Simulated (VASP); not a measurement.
## HgTe (space group F-43m): computed properties

All values below come from r2SCAN+rVV10, VASP's PBE PAW potentials (set 64) (plane waves; VASP).

```json
{
 "space_group": "F-43m (216)",
 "cell": "a = b = c = 6.5381 Å, α = β = γ = 90.00°",
 "volume_per_atom": "34.94 Å³/atom",
 "band gap (over mesh and band path)": "none (metal, semimetal or under 0.01 eV)",
 "density": "7.80 g/cm³"
}
```

```
HgTe
1.0
    0.00000     3.26905     3.26905
    3.26905     0.00000     3.26905
    3.26905     3.26905     0.00000
Te Hg
1 1
Direct
  0.25000   0.25000   0.25000
  0.00000   0.00000   0.00000
```

Unless said otherwise, spin-orbit coupling is left out, though it shifts the bands of the heavy elements here.

The structure comes from a measured HgTe entry (F-43m) of the Crystallography Open Database, whose conditions weren't checked. It was relaxed first. Symmetry was kept, so distortions that lower it aren't found.
